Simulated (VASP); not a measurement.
A run of VASP 6.6.1 is set up as follows.

File INCAR:

```
SYSTEM = C
  PREC = Accurate
  ENCUT = 700
  EDIFF = 1E-7
  ISMEAR = 0
  SIGMA = 0.02
  LREAL = .FALSE.
  LASPH = .TRUE.
  NELM = 60
  ALGO = Normal
  ISIF = 3
  LWAVE = .FALSE.
  LCHARG = .FALSE.
  GGA = PE
  IVDW = 12
  IBRION = 2
  NSW = 80
  EDIFFG = -0.002
  KPAR = 4
```

The input KPOINTS:

```
Automatic mesh
0
G
  15 15 6
  0 0 0
```

File POSCAR:

```
C
1.0
    2.4560000000      0.0000000000      0.0000000000
   -1.2280000000      2.1269583900      0.0000000000
    0.0000000000      0.0000000000      6.6960000000
C
4
Direct
    0.0000000000      0.0000000000      0.7500000000
    0.0000000000      0.0000000000      0.2500000000
    0.3333333300      0.6666666700      0.7500000000
    0.6666666700      0.3333333300      0.2500000000
```

Potentials or basis: VASP PAW PBE potentials, release 64 (C).

Launch:

```console
$ cat potpaw_PBE.64/C/POTCAR > POTCAR
$ mpirun -np 4 vasp_std > vasp.out
```

Question: What does it give for the dispersion energy per atom?

Answer: -0.158 eV.

Question: What does it give for the relaxed volume?

Answer: 8.76 Å³/atom.

Question: Estimate the space group after relaxing (to 0.05 Å).

Answer: P6_3/mmc (No. 194).

Question: Predict the band gap on the k mesh.

Answer: None (metal or under the smearing width).

The path:
```tsv
step	energy change (eV)	largest force (eV/Å)	pressure (GPa)	volume (Å³)
1	0.0000	0.0000	3.17	34.98
2	0.0198	0.0000	-7.71	35.86
3	-0.0038	0.0000	-0.09	35.23
4	-0.0038	0.0000	-0.03	35.22
5	-0.0038	0.0000	-0.02	35.21
6	-0.0039	0.0000	-0.01	35.17
7	-0.0039	0.0000	0.02	35.09
8	-0.0039	0.0000	0.03	35.06
9	-0.0039	0.0000	0.04	35.04
10	-0.0039	0.0000	0.03	35.05
11	-0.0039	0.0000	0.04	35.05
12	-0.0039	0.0000	-0.30	35.07
13	-0.0039	0.0000	0.00	35.05
```
